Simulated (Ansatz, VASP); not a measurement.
**CuBiP2Se6 in two plane-wave programs**

One calculation is typed for both programs; each brings its own data sets. How far apart do they land? The structure shown is the start of the Ansatz relaxation below; VASP solves that cell, so the two are compared at the walk's first step.

Calculated with Ansatz 0.2.0; plane waves, with VASP 6.6.1 beside it; single point at PBEsol with D3(BJ).

**1. Set-up**

The cell holds 10 atoms: 6 Se, 2 P, 1 Bi and 1 Cu. Its edges and angles: a = 6.541 Å, b = 6.541 Å, c = 34.200 Å, α = 90.0°, β = 90.0°, γ = 120.0°. It derives from CuBiP2Se6. Vacuum lies along c.

**2. Ansatz: relaxation, PBEsol with D3(BJ)**

Ansatz runs on its default PAW (the set named soft_2) files.

The two programs are compared at the cell with which this relaxation starts, whose forces are those of its first step.

input.yaml reads:

```yaml
crystal:
  lattice:
    - [6.541, 0.0, 0.0]
    - [-3.2705, 5.6646721662, 0.0]
    - [0.0, 0.0, 34.2]
  atoms:
    - { symbol: Se, position: [0.02916667, 0.69693333, 0.4488017131] }
    - { symbol: Se, position: [0.66776667, 0.97083333, 0.4488017131] }
    - { symbol: Se, position: [0.30306667, 0.33223333, 0.4488017131] }
    - { symbol: P, position: [0.33333333, 0.66666667, 0.4671139642] }
    - { symbol: Bi, position: [0.66666667, 0.33333333, 0.5] }
    - { symbol: Cu, position: [0.0, 0.0, 0.5] }
    - { symbol: P, position: [0.33333333, 0.66666667, 0.5328860358] }
    - { symbol: Se, position: [0.30306667, 0.97083333, 0.5511982869] }
    - { symbol: Se, position: [0.02916667, 0.33223333, 0.5511982869] }
    - { symbol: Se, position: [0.66776667, 0.69693333, 0.5511982869] }
  periodic: [true, true, false]
kpoints:
  mp_grid: { grid: [3, 3, 1] }
hamiltonian:
  xc: pbesol
  dispersion: d3bj
scf:
  occupations: { method: fermi_dirac, width: 0.02 }
relax:
  f_tol: 0.01
  max_steps: 100
  cell: {}
output:
  write_density: true
  write_potential: true
  elf: true
  volumetric_format: npy
```

Run with:

```bash
ansatz run input.yaml --threads 4 --pin off --max-ram 17510MiB --backend cpu --events-out ev --progress --plain --runs-dir out
```

Numbers of over 12 decimals in the logs are rounded to 6 here.

The program printed:

```text
Engine: ansatz 0.2.0, aarch64-unknown-linux-gnu
Pseudopotentials: kind: paw
Pseudopotential: Se, paw, valence charge 16, recommended cutoff 420 eV (normal), Se.paw.azcp
Pseudopotential: P, paw, valence charge 5, recommended cutoff 420 eV (normal), P.paw.azcp
Pseudopotential: Bi, paw, valence charge 15, recommended cutoff 420 eV (normal), Bi.paw.azcp
Pseudopotential: Cu, paw, valence charge 19, recommended cutoff 420 eV (normal), Cu.paw.azcp
Functional definition: PBEsol
  exchange = pbesol_x
  correlation = pbesol_c
Crystal: 10 atoms, lattice volume = 1267.200 Å³
Basis set: ecut = 420 eV, 24643 PW (Γ), exchange–correlation on 90×90×480 points (8 copies of the dense FFT grid, shifted against one another)
Bands: 84, of which v1, the nominal top of the filled ones, is band 70 counted from 1 (69 counted from 0)
Symmetry: 6 space group operations
Space group: P312 (ITA 149), of the structure as read, at distance tolerance 1.1e-4 Å
k-points: 3 of 9 (time reversal used)
Non-local potential: Se, projectors of the file, l = 0: 2, l = 1: 2, l = 2: 3, l = 3: 1
Non-local potential: P, projectors of the file, l = 0: 2, l = 1: 2, l = 2: 2
Non-local potential: Bi, projectors of the file, l = 0: 2, l = 1: 2, l = 2: 2, l = 3: 2
Non-local potential: Cu, projectors of the file, l = 0: 3, l = 1: 2, l = 2: 3, l = 3: 1
PAW form: soft (Blöchl's): semilocal exchange-correlation on the pseudo side does not see the compensation charge
PAW frozen core: Se, regenerated for the run's functional, and the local potential with it (the file was generated under x = pbe(κ = 0.804, μ = 0.219515), c = pbe(β = 0.066725))
PAW frozen core: P, regenerated for the run's functional, and the local potential with it (the file was generated under x = pbe(κ = 0.804, μ = 0.219515), c = pbe(β = 0.066725))
PAW frozen core: Bi, regenerated for the run's functional, and the local potential with it (the file was generated under x = pbe(κ = 0.804, μ = 0.219515), c = pbe(β = 0.066725))
PAW frozen core: Cu, regenerated for the run's functional, and the local potential with it (the file was generated under x = pbe(κ = 0.804, μ = 0.219515), c = pbe(β = 0.066725))
PAW one-centre angular grid: Se, 590 points (default); XC on 64 Gauss nodes
PAW one-centre angular grid: P, 110 points (default); XC on 64 Gauss nodes
PAW one-centre angular grid: Bi, 590 points (default); XC on 64 Gauss nodes
PAW one-centre angular grid: Cu, 590 points (default); XC on 64 Gauss nodes
Initial density: superposition of atomic densities (neutral atoms: chi_scale 0, normalization atom), corrected by the library's trained network
Initial wavefunctions: pseudopotential atomic-orbital guess
Functional: x = pbesol(κ = 0.804, μ = 0.123457), c = pbesol(β = 0.046)
SCF iter   1: F=—  HF=-52859.462947 eV  |F-HF|=—  |Δ(HF+E_count)|=         —  Δρ=1.21e-3  dr2=4.73e-2  ethr=1.77e-3  ⟨swp⟩=12.3  Hψ=1323  notcnv=0  defer=2
preconditioner: auto → Resta (q_TF=auto, 1.890 Å⁻¹)  ε∞=1.8  [insulator: Δε(μ)=1.080 eV  Ē_g=8.969 eV  σ=0.020 eV  W_gap=1.00  n_scr=122 (ndim 8)  ℏωp=8.2 eV  f_vac=0.788  D(μ)=0.00/eV (n_scr^D=0)  ε∞_Penn≈1.8  vacuum switching on, ρ_ref=5.8e-3 e/Å³]
SCF iter   2: F=—  HF=-52859.441847 eV  |F-HF|=—  |Δ(HF+E_count)|=   2.11e-2  Δρ=6.10e-4  dr2=7.26e-3  ethr=3.38e-5  ⟨swp⟩=5.0  Hψ=718  notcnv=0  defer=22
SCF iter   3: F=—  HF=-52859.441807 eV  |F-HF|=—  |Δ(HF+E_count)|=   3.96e-5  Δρ=3.63e-4  dr2=1.79e-3  ethr=5.19e-6  ⟨swp⟩=2.7  Hψ=342  notcnv=0  defer=22
SCF iter   4: F=—  HF=-52859.443363 eV  |F-HF|=—  |Δ(HF+E_count)|=   1.56e-3  Δρ=7.89e-4  dr2=5.48e-3  ethr=1.28e-6  ⟨swp⟩=3.0  Hψ=509  notcnv=0  defer=22  recentre
SCF iter   5: F=—  HF=-52859.442516 eV  |F-HF|=—  |Δ(HF+E_count)|=   8.47e-4  Δρ=1.27e-4  dr2=1.83e-4  ethr=1.28e-6  ⟨swp⟩=2.7  Hψ=467  notcnv=0  defer=22
SCF iter   6: F=—  HF=-52859.442605 eV  |F-HF|=—  |Δ(HF+E_count)|=   8.90e-5  Δρ=2.71e-5  dr2=1.30e-5  ethr=1.31e-7  ⟨swp⟩=3.0  Hψ=357  notcnv=0  defer=22
SCF iter   7: F=—  HF=-52859.442560 eV  |F-HF|=—  |Δ(HF+E_count)|=   4.47e-5  Δρ=9.89e-6  dr2=1.23e-6  ethr=9.28e-9  ⟨swp⟩=3.0  Hψ=362  notcnv=0  defer=22
SCF iter   8: F=—  HF=-52859.442566 eV  |F-HF|=—  |Δ(HF+E_count)|=   5.71e-6  Δρ=3.94e-6  dr2=1.41e-7  ethr=8.77e-10  ⟨swp⟩=3.0  Hψ=385  notcnv=0  defer=22
SCF iter   9: F=-52859.442567 eV  HF=-52859.442567 eV  |F-HF|=6.58e-8  |Δ(HF+E_count)|=   1.22e-6  Δρ=7.49e-7  dr2=9.09e-9  ethr=7.14e-11  ⟨swp⟩=13.3  Hψ=2069  notcnv=0
SCF 1 converged in 9 iterations: F = -52859.442567 eV  dr2 = 9.09e-9
  greatest PAW one-centre occupation: 1.000 electrons in one spin orbital (limit 2), on the Cu atom at site 5 (counted from 0), in its partial waves of l = 0
[...]
SCF 6 converged in 5 iterations: F = -52859.622791 eV  dr2 = 7.87e-9
relax step   6: F+E_penalty+E_count = -52859.62279139 eV  Δ(F+E_penalty+E_count) = -3.406e-5 eV  max|allowed force component| = 1.069e-3 eV/Å  Δτ_max = 0.0014 Å  P = +0.002 N/m  Ω = 1217.726 Å³  energy of the carried Pulay correction = +1.515e-3 eV  fix = [c, alpha, beta]  reactions: c +0.000 N/m  (5 SCF iters, dr2 threshold 3.17e-8 eV, accepted)
Initial wavefunctions: pseudopotential atomic-orbital guess (no wavefunctions were taken with the density)
iter 1 solved again at ethr=5.19e-7 eV; its pass at ethr=3.10e-3 eV (dr2=7.26e-4 eV) is discarded
SCF iter   1: F=—  HF=-52859.621369 eV  |F-HF|=—  |Δ(HF+E_count)|=         —  Δρ=1.86e-5  dr2=6.74e-7  ethr=5.19e-7  ⟨swp⟩=7.3  Hψ=2254  notcnv=0
eigensolver tolerance schedule: the retry pair's looser diagonalisation over-reported the residual by 1076.65 of it (diagonalisation noise at 0.22 of the residual, at the tolerance the schedule requests for it); recorded, not acted on — ethr = c·dr2/N_el stays at c = 1.0e-1
preconditioner: auto → Resta (q_TF=auto, 1.902 Å⁻¹)  ε∞=1.8  [insulator: Δε(μ)=0.894 eV  Ē_g=9.128 eV  σ=0.020 eV  W_gap=1.00  n_scr=122 (ndim 8)  ℏωp=8.4 eV  f_vac=0.788  D(μ)=0.00/eV (n_scr^D=0)  ε∞_Penn≈1.8  vacuum switching on, ρ_ref=6.0e-3 e/Å³]
SCF iter   2: F=—  HF=-52859.621283 eV  |F-HF|=—  |Δ(HF+E_count)|=   8.60e-5  Δρ=2.15e-5  dr2=3.68e-6  ethr=4.81e-10  ⟨swp⟩=4.7  Hψ=792  notcnv=0
SCF iter   3: F=—  HF=-52859.621284 eV  |F-HF|=—  |Δ(HF+E_count)|=   1.55e-6  Δρ=3.23e-5  dr2=9.65e-6  ethr=4.81e-10  ⟨swp⟩=3.3  Hψ=500  notcnv=0  recentre
SCF iter   4: F=—  HF=-52859.621282 eV  |F-HF|=—  |Δ(HF+E_count)|=   1.68e-6  Δρ=3.20e-6  dr2=5.39e-8  ethr=4.81e-10  ⟨swp⟩=3.3  Hψ=520  notcnv=0
SCF iter   5: F=—  HF=-52859.621282 eV  |F-HF|=—  |Δ(HF+E_count)|=   7.80e-9  Δρ=7.56e-7  dr2=4.06e-9  ethr=3.85e-11  ⟨swp⟩=3.0  Hψ=396  notcnv=0
SCF iter   6: F=—  HF=-52859.621282 eV  |F-HF|=—  |Δ(HF+E_count)|=   1.34e-9  Δρ=3.34e-7  dr2=4.56e-10  ethr=2.90e-12  ⟨swp⟩=3.0  Hψ=467  notcnv=0
SCF iter   7: F=—  HF=-52859.621282 eV  |F-HF|=—  |Δ(HF+E_count)|=  1.46e-10  Δρ=1.16e-7  dr2=1.32e-10  ethr=1.00e-12  ⟨swp⟩=1.7  Hψ=310  notcnv=0
SCF iter   8: F=-52859.621282 eV  HF=-52859.621282 eV  |F-HF|=5.17e-10  |Δ(HF+E_count)|=  4.95e-10  Δρ=1.84e-8  dr2=3.02e-12  ethr=1.00e-12  ⟨swp⟩=17.3  Hψ=1733  notcnv=0
SCF 7 converged in 8 iterations: F = -52859.621282 eV  dr2 = 3.02e-12
relax step   7: F+E_penalty+E_count = -52859.62128247 eV  Δ(F+E_penalty+E_count) = +1.509e-3 eV  max|allowed force component| = 1.061e-3 eV/Å  Δτ_max = 0.0000 Å  P = +0.002 N/m  Ω = 1217.726 Å³  fix = [c, alpha, beta]  reactions: c +0.000 N/m  stress off target by 1.55e-3 N/m on what of the cell is left free  SCF on the basis re-selected at this cell (its energy is not comparable with the rows above)  (8 SCF iters)
basis re-selected at this cell: Δ(F+E_penalty+E_count) = +1.509e-3 eV, ΔP = -0.000 N/m vs the last step (what re-selecting the basis moved, of the pressure what is left beyond the Pulay correction that the steps carried, after the strain that the cell walked since its last selection, with what the two solves' SCF thresholds leave and, on support functions, any second-order correction that the steps lacked; it is no m [...]
SCF converged after 8 iterations
Free energy (F): -52859.621282 eV
Harris-Foulkes:  -52859.621282 eV  (|F-HF|=5.17e-10)
Internal energy: -52859.621282 eV  (E = F + TS)
E sigma→0 (E₀):  -52859.621282 eV
Fermi energy:    -4.623958 eV
--- Per-component energies (eV) ---
  E_band       = -4810.330949
  E_kinetic    = 1457.816220
  E_local      = -360331.244432  (includes V_loc(G=0)·N_el)
  E_nonlocal   = -2519.367234
  E_hartree    = 178508.522479
  E_xc         = -981.549618
  E_vxc        = -969.278559  (∫ρ·V_xc dr)
  E_paw        = -24461.350208  (= ΣΔE_a)
  E_vpaw       = 534.701729  (= ΣTr[D̂ρ^β])
  E_aug_tail   = -0.003754  (compensation charges beyond the density's cutoff)
  E_ewald      = 155463.299311
  E_disp       = -2.182895  (pairwise vdW)
  E_core_change = 6.438849  (= ΣΔE_core)
  E_smearing   = -0.000000  (= −TS)
  E_closure    = 0.000000  (closes the sum)
  Σ components = -52859.621282   (vs F -52859.621282, Δ=0.00e0)
--- Forces (eV/Å), atoms counted from 1 ---
  atom   1  Se     0.00098120     0.00042298     0.00017271
  atom   2  Se    -0.00012429    -0.00106123     0.00017271
  atom   3  Se    -0.00085691     0.00063825     0.00017271
  atom   4  P     -0.00000000     0.00000000     0.00074766
  atom   5  Bi     0.00000000     0.00000000    -0.00000000
  atom   6  Cu     0.00000000     0.00000000     0.00000000
  atom   7  P      0.00000000     0.00000000    -0.00074766
  atom   8  Se     0.00012429    -0.00106123    -0.00017271
  atom   9  Se     0.00085691     0.00063825    -0.00017271
  atom  10  Se    -0.00098120     0.00042298    -0.00017271
  max |Σ_I F_I| component: 1.65e-16 eV/Å
--- 2D stress c σ (N/m, compression-positive) ---
        0.001546       0.000000      -0.000000
        0.000000       0.001546      -0.000000
       -0.000000      -0.000000       0.000000
  P = ½ c Tr σ = 0.0015 N/m
--- Band table (eV) ---
  k-point 0: bands = [... 66 lower, -6.3149, -5.9678, -5.0947, -5.0947, -4.1975, -3.1475, -3.0062, -3.0062, ... 10 higher]
  k-point 1: bands = [... 66 lower, -6.3522, -5.9207, -5.4433, -5.0912, -3.4348, -3.2515, -3.2402, -3.0253, ... 10 higher]
  k-point 2: bands = [... 66 lower, -6.2914, -6.1743, -5.3714, -5.2437, -3.9758, -3.6662, -3.5085, -3.2499, ... 10 higher]
  ° read free of the cell's end (the report's vacuum.weakly_bound_levels)
--- Relaxed structure (6 steps of the walk, 6 accepted, 1 SCFs on fresh bases) ---
  F+E_penalty+E_count = -52859.62128247 eV   max|allowed force component| = 1.061e-3 eV/Å   (the final SCF, on the basis selected at the relaxed cell)
  cell:  # Å, volume = 1217.7256 Å³
    - [6.412042, 0, 0]
    - [-3.206021, 5.552991, 0]
    - [0, 0, 34.2]
  atoms:
    - { symbol: Se, position: [0.027756, 0.711356, 0.449614] }
    - { symbol: Se, position: [0.683600, 0.972244, 0.449614] }
    - { symbol: Se, position: [0.288644, 0.316400, 0.449614] }
    - { symbol: P, position: [0.333333, 0.666667, 0.466869] }
    - { symbol: Bi, position: [0.666667, 0.333333, 0.5] }
    - { symbol: Cu, position: [-2.972199037375385e-17, 3.574421275151393e-18, 0.5] }
    - { symbol: P, position: [0.333333, 0.666667, 0.533131] }
    - { symbol: Se, position: [0.288644, 0.972244, 0.550386] }
    - { symbol: Se, position: [0.027756, 0.316400, 0.550386] }
    - { symbol: Se, position: [0.683600, 0.711356, 0.550386] }
```

The column dr2 measures how far the density is from self-consistency, as an energy; F and HF (Harris–Foulkes) agree once it is small.

(Continued in part 2 of 2.)

[Lines on the potential files, build, host, timing and source positions are cut from VASP's logs without a mark.]

[Logs are printed without paths, hosts, clocks, repeated set-up lines and the standing remarks that a program may print on its own settings, such as how far it seeks lower states.]

[Hosts, paths, dates, database ids (printed as entryN), source tags and the programs' standing remarks are cut or masked in the printed files.]
